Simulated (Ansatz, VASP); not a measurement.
# ZrSeBr: VASP beside Ansatz, part 2 of 2

Aim: how closely do two programs agree when they are given the same cell, functional and k mesh? The cell is invented: As first built, before any earlier steps moved the atoms (in the runner's words): it takes the ZrBrO structure with some of its atoms replaced by other elements, volume scaled by an estimate. It may not be a known or stable phase. The cell is taken from a series of VASP runs on this material, whose earlier steps may have relaxed, scaled or displaced it; both programs get it as it stands.

VASP 6.6.1 and Ansatz 0.2.0.

So far: Set-up; Ansatz: relaxation of cell and atoms, PBE.

## 3. VASP: relaxation of cell and atoms, PBE

Level of this step: PBE; plane waves and PAW (Zr_sv, Br, Se); invented cell (VASP).

The same cell, functional, mesh and smearing now go to VASP, with its own data sets and cutoff.

Lines of VASP's logs that name or quote its potential files are left out, and so is its time.

INCAR

```
SYSTEM = ZrSeBr
PREC = Accurate
ENCUT = 520
EDIFF = 1E-06
NELM = 100
ISMEAR = -1
SIGMA = 0.05
LREAL = .FALSE.
ALGO = Normal
GGA = PE
NBANDS = 31
LORBIT = 11
LWAVE = .FALSE.
LCHARG = .FALSE.
KPAR = 2
IBRION = 2
NSW = 60
ISIF = 3
EDIFFG = -0.01
```

POSCAR

```
ZrSeBr
1.0
    2.2951881674      1.3251276172      9.9447732262
   -2.2951881674      1.3251276172      9.9447732262
    0.0000000000     -2.6502552344      9.9447732262
Zr Br Se
2 2 2
Direct
    0.1181904367      0.1181904367      0.1181904367
    0.8818095633      0.8818095633      0.8818095633
    0.3962442707      0.3962442707      0.3962442707
    0.6037557293      0.6037557293      0.6037557293
    0.2069466795      0.2069466795      0.2069466795
    0.7930533205      0.7930533205      0.7930533205
```

KPOINTS

```
Automatic mesh
0
Gamma
6 6 6
0 0 0
```

PAW data sets: Zr_sv, Br and Se (PBE family, release 64).

The run is started by

```
$ mpirun -np 2 vasp_std
```

Numbers of over 12 decimals in the logs are rounded to 6 here.

Output:

```text
[banner, memory and clock lines left out]
running    2 mpi-ranks, on    1 nodes
 distrk:  each k-point on    1 cores,    2 groups
 distr:  one band on    1 cores,    1 groups

 POSCAR found type information on POSCAR ZrBrSe
 POSCAR found :  3 types and       6 ions
 LDA part: xc-table for (Slater+PW92), standard interpolation
 POSCAR, INCAR and KPOINTS ok, starting setup
 FFT: planning ... GRIDC
 FFT: planning ... GRID_SOFT
 FFT: planning ... GRID
 WAVECAR not read
 entering main loop
       N       E                     dE             d eps       ncg     rms          rms(c)
DAV:   1     0.439881763182E+03    0.43988E+03   -0.23721E+04  2008   0.144E+03
DAV:   2     0.335132359311E+01   -0.43653E+03   -0.42607E+03  2539   0.354E+02
DAV:   3    -0.336036198009E+02   -0.36955E+02   -0.36701E+02  3042   0.900E+01
DAV:   4    -0.362031610511E+02   -0.25995E+01   -0.25903E+01  3360   0.205E+01
DAV:   5    -0.363337875736E+02   -0.13063E+00   -0.13058E+00  2636   0.312E+00    0.160E+01
DAV:   6    -0.337208109909E+02    0.26130E+01   -0.96823E+00  2255   0.130E+01    0.641E+00
DAV:   7    -0.337388487224E+02   -0.18038E-01   -0.87781E-01  3170   0.365E+00    0.296E+00
DAV:   8    -0.337355407232E+02    0.33080E-02   -0.94309E-02  2541   0.181E+00    0.552E-01
DAV:   9    -0.337351146936E+02    0.42603E-03   -0.15235E-02  2872   0.641E-01    0.221E-01
DAV:  10    -0.337356128053E+02   -0.49811E-03   -0.16279E-03  2474   0.203E-01    0.892E-02
DAV:  11    -0.337358170844E+02   -0.20428E-03   -0.26984E-04  2898   0.777E-02    0.363E-02
DAV:  12    -0.337358910836E+02   -0.73999E-04   -0.19131E-04  2594   0.694E-02    0.181E-02
DAV:  13    -0.337358985765E+02   -0.74928E-05   -0.28017E-05  2512   0.278E-02    0.679E-03
DAV:  14    -0.337359019474E+02   -0.33710E-05   -0.48722E-06  2164   0.970E-03    0.308E-03
DAV:  15    -0.337359027097E+02   -0.76228E-06   -0.10588E-06  1859   0.539E-03
   1 F= -.33735903E+02 E0= -.33720502E+02  d E =-.337359E+02
 curvature:   0.00 expect dE= 0.000E+00 dE for cont linesearch  0.000E+00
 trial: gam= 0.00000 g(F)=  0.659E-04 g(S)=  0.234E-03 ort = 0.000E+00 (trialstep = 0.100E+01)
 search vector abs. value=  0.300E-03
 bond charge predicted
       N       E                     dE             d eps       ncg     rms          rms(c)
DAV:   1    -0.337374330603E+02   -0.15311E-02   -0.58674E-02  2257   0.162E+00    0.313E-01
DAV:   2    -0.337363083846E+02    0.11247E-02   -0.40733E-03  2716   0.388E-01    0.120E-01
DAV:   3    -0.337359645595E+02    0.34383E-03   -0.11832E-03  2646   0.190E-01    0.466E-02
DAV:   4    -0.337359720125E+02   -0.74530E-05   -0.16150E-04  2969   0.436E-02    0.205E-02
DAV:   5    -0.337359732540E+02   -0.12415E-05   -0.53313E-05  2994   0.343E-02    0.144E-02
DAV:   6    -0.337359726266E+02    0.62738E-06   -0.11152E-05  2570   0.132E-02    0.302E-03
DAV:   7    -0.337359720999E+02    0.52676E-06   -0.92745E-07  1616   0.614E-03
   2 F= -.33735972E+02 E0= -.33720540E+02  d E =-.693902E-04
 trial-energy change:   -0.000069  1 .order   -0.000074   -0.000300    0.000152
 step:   0.6499(harm=  0.6632)  dis= 0.00072  next Energy=   -33.735999 (dE=-0.962E-04)
 bond charge predicted
       N       E                     dE             d eps       ncg     rms          rms(c)
DAV:   1    -0.337361769817E+02   -0.20436E-03   -0.71875E-03  2278   0.566E-01    0.110E-01
DAV:   2    -0.337360346779E+02    0.14230E-03   -0.50662E-04  2702   0.136E-01    0.420E-02
DAV:   3    -0.337359917088E+02    0.42969E-04   -0.14585E-04  2667   0.667E-02    0.164E-02
DAV:   4    -0.337359950944E+02   -0.33856E-05   -0.19604E-05  2915   0.152E-02    0.719E-03
DAV:   5    -0.337359978619E+02   -0.27675E-05   -0.60814E-06  2639   0.119E-02    0.492E-03
DAV:   6    -0.337359990828E+02   -0.12209E-05   -0.15779E-06  2008   0.457E-03    0.108E-03
DAV:   7    -0.337359992937E+02   -0.21091E-06   -0.27413E-07  1538   0.289E-03
   3 F= -.33735999E+02 E0= -.33720579E+02  d E =-.965840E-04
 curvature:  -0.33 expect dE=-0.517E-05 dE for cont linesearch -0.284E-07
 trial: gam= 0.03517 g(F)=  0.779E-05 g(S)=  0.783E-05 ort = 0.507E-05 (trialstep = 0.930E+00)
 search vector abs. value=  0.163E-04
 reached required accuracy - stopping structural energy minimisation
```

OUTCAR, selected parts (step 3):

```text
ion  position               nearest neighbor table
   1  0.118  0.118  0.118-   5 2.65   6 2.66   6 2.66   6 2.66   3 3.12   3 3.12   3 3.12
   2  0.882  0.882  0.882-   6 2.65   5 2.66   5 2.66   5 2.66   4 3.12   4 3.12   4 3.12
   3  0.396  0.396  0.396-   1 3.12   1 3.12   1 3.12
   4  0.604  0.604  0.604-   2 3.12   2 3.12   2 3.12
   5  0.207  0.207  0.207-   1 2.65   2 2.66   2 2.66   2 2.66
   6  0.793  0.793  0.793-   2 2.65   1 2.66   1 2.66   1 2.66

  LATTYP: Found a trigonal (rhomboedric) cell.
 ALAT       =    10.2918592318
 COS(alpha) =     0.9005330122

 Subroutine GETGRP returns: Found 12 space group operations
 (whereof 12 operations were pure point group operations)

The static configuration has the point symmetry D_3d.

 Found     32 irreducible k-points:

   k-points           NKPTS =     32   k-points in BZ     NKDIM =     32   number of bands    NBANDS=     31

   dimension x,y,z NGX =    80 NGY =   80 NGZ =   80
   dimension x,y,z NGXF=   160 NGYF=  160 NGZF=  160

   ENCUT  =  520.0 eV  38.22 Ry    6.18 a.u.  19.14 19.14 19.14*2*pi/ulx,y,z

   NELECT =      50.0000    total number of electrons

 k-points in reciprocal lattice and weights: Automatic mesh
   0.00000000  0.00000000  0.00000000       0.005
   0.16666667  0.00000000 -0.00000000       0.028
   0.33333333  0.00000000 -0.00000000       0.028
   0.50000000  0.00000000  0.00000000       0.014
   0.16666667  0.16666667 -0.00000000       0.028
   0.33333333  0.16666667  0.00000000       0.056
   0.50000000  0.16666667 -0.00000000       0.056
  -0.33333333  0.16666667  0.00000000       0.056
  -0.16666667  0.16666667  0.00000000       0.028
[...]
-0.33333333  0.50000000  0.33333333       0.028
   0.50000000  0.50000000  0.50000000       0.005

 average (electrostatic) potential at core
       1 -81.0407       2 -81.0407       3 -62.4662       4 -62.4662       5 -55.0592
       6 -55.0592

 E-fermi :   4.1691

 k-point     1 :       0.0000    0.0000    0.0000
  band No.  band energies     occupation
    ...
     22       1.0430      2.00000
     23       1.0430      2.00000
     24       1.4949      2.00000
     25       3.8866      1.99298
     26       3.8866      1.99298
     27       4.6851      0.00007
     28       5.1857      0.00000
     29       5.1857      0.00000
     30       6.1424      0.00000
     31       6.3968      0.00000

 k-point     2 :       0.1667    0.0000   -0.0000
  band No.  band energies     occupation
    ...
     21       0.9800      2.00000
     22       1.0874      2.00000
     23       1.1136      2.00000
     24       1.5677      2.00000
     25       4.0212      1.90111
     26       4.2538      0.31035
     27       4.6477      0.00014
     28       5.2756      0.00000
     29       5.4539      0.00000
     30       6.1405      0.00000
    ...

 k-point     3 :       0.3333    0.0000   -0.0000
  band No.  band energies     occupation
    ...
     21       1.0906      2.00000
     22       1.1578      2.00000
     23       1.4662      2.00000
     24       1.5562      2.00000
     25       4.1433      1.25172
     26       4.4486      0.00744
     27       4.8535      0.00000
     28       5.2802      0.00000
     29       5.4198      0.00000
     30       5.6539      0.00000
    ...

  Total       -0.0193326     -0.0193326      0.0150560      0.0000000      0.0000000      0.0000000
  in kB       -0.1704292     -0.1704292      0.1327283      0.0000000      0.0000000      0.0000000
  external PRESSURE =      -0.0693767 kB  Pullay stress =       0.0000000 kB

  energy-cutoff  :      520.00
  volume of cell :      181.74
      direct lattice vectors                 reciprocal lattice vectors
     2.296040929  1.325619959  9.951933819     0.217766153  0.125727336  0.033494328
    -2.296040929  1.325619959  9.951933819    -0.217766153  0.125727336  0.033494328
     0.000000000 -2.651239919  9.951933819     0.000000000 -0.251454673  0.033494328

 POSITION                                       TOTAL-FORCE (eV/Angst)
 -----------------------------------------------------------------------------------
      0.00000      0.00000      3.52795         0.000000      0.000000     -0.006162
      0.00000      0.00000     26.32785         0.000000      0.000000      0.006162
      0.00000      0.00000     11.82995         0.000000     -0.000000     -0.002978
      0.00000      0.00000     18.02586         0.000000      0.000000      0.002978
      0.00000      0.00000      6.17886         0.000000      0.000000     -0.005819
      0.00000      0.00000     23.67694         0.000000     -0.000000      0.005819
 -----------------------------------------------------------------------------------
    total drift:                                0.000000     -0.000000      0.000000

  FREE ENERGIE OF THE ION-ELECTRON SYSTEM (eV)
  ---------------------------------------------------
  free  energy   TOTEN  =       -33.7359992937 eV

  energy  without entropy=      -33.7051581061  energy(sigma->0) =      -33.72057870

 reached required accuracy - stopping structural energy minimisation

 total charge
# of ion       s       p       d       tot
------------------------------------------
    1        2.138   5.955   1.619   9.713
    2        2.138   5.955   1.619   9.713
    3        1.615   3.212   0.013   4.840
    4        1.615   3.212   0.013   4.840
    5        1.448   2.462   0.060   3.971
    6        1.448   2.462   0.060   3.971
--------------------------------------------------
tot         10.402  23.260   3.386  37.048

[... 3 further parts left out ...]
```

CONTCAR:

```
ZrSeBr
   1.00000000000000
     2.2960409290501329    1.3256199594918829    9.9519338194671683
    -2.2960409290501329    1.3256199594918829    9.9519338194671683
     0.0000000000000000   -2.6512399189837659    9.9519338194671683
  Zr              Br              Se
     2     2     2
Direct
     0.1181662419816091    0.1181662419816091    0.1181662419816091
     0.8818337580183909    0.8818337580183909    0.8818337580183909
     0.3962360846074833    0.3962360846074833    0.3962360846074833
     0.6037639153925167    0.6037639153925167    0.6037639153925167
     0.2069568368286697    0.2069568368286697    0.2069568368286697
     0.7930431631713303    0.7930431631713303    0.7930431631713303
```

The bonds form layers, held to each other by dispersion, which PBE lacks, so the spacing between them is unreliable. The run keeps the 12 symmetry operations of its start, so it cannot find a distortion of lower symmetry.

## 4. Differences

Known differences besides the potentials themselves: both relaxations stop at a tolerance, which leaves soft axes loose, and VASP keeps its plane-wave basis; the data sets hold 70 valence electrons in Ansatz (default PAW (the set named soft_2) files) and 50 in VASP; the cutoff is 420 eV in Ansatz and 520 eV in VASP; VASP leaves aspherical gradient terms in its spheres out (LASPH is not set), Ansatz keeps them; Ansatz adds a Pulay correction to the stress that steers its cell, VASP none. Total energies have different zeros and are not compared.

Both answers:

```tsv
quantity	Ansatz	VASP	difference
volume (Å³)	181.49	181.74	-0.14 %
edge a after relaxation, in the typed setting (Å)	10.302	10.299	+0.03 %
```

The walks stopped with 0.01 GPa left in Ansatz and -0.01 GPa in VASP; each walk ends within a tolerance, so the volume difference is uncertain by about these residues over the bulk modulus, most in soft cells.

## 5. Results

```yaml
difference_in_volume_relaxation_of_cell_and_atoms_pbe: -0.14 %
```

**Reading.** The difference in volume is -0.14 % (relaxation of cell and atoms, PBE), within the 1.2 % picked in this series as the mark of a large difference, as far as the stopping tolerances let one tell. How closely two codes agree says nothing of how well the functional describes the real material.

[Lines on the potential files, build, host, timing and source positions are cut from VASP's logs without a mark.]

[Logs are printed without paths, hosts, clocks, repeated set-up lines and the standing remarks that a program may print on its own settings, such as how far it seeks lower states.]

[Hosts, paths, dates, database ids (printed as entryN), source tags and the programs' standing remarks are cut or masked in the printed files.]
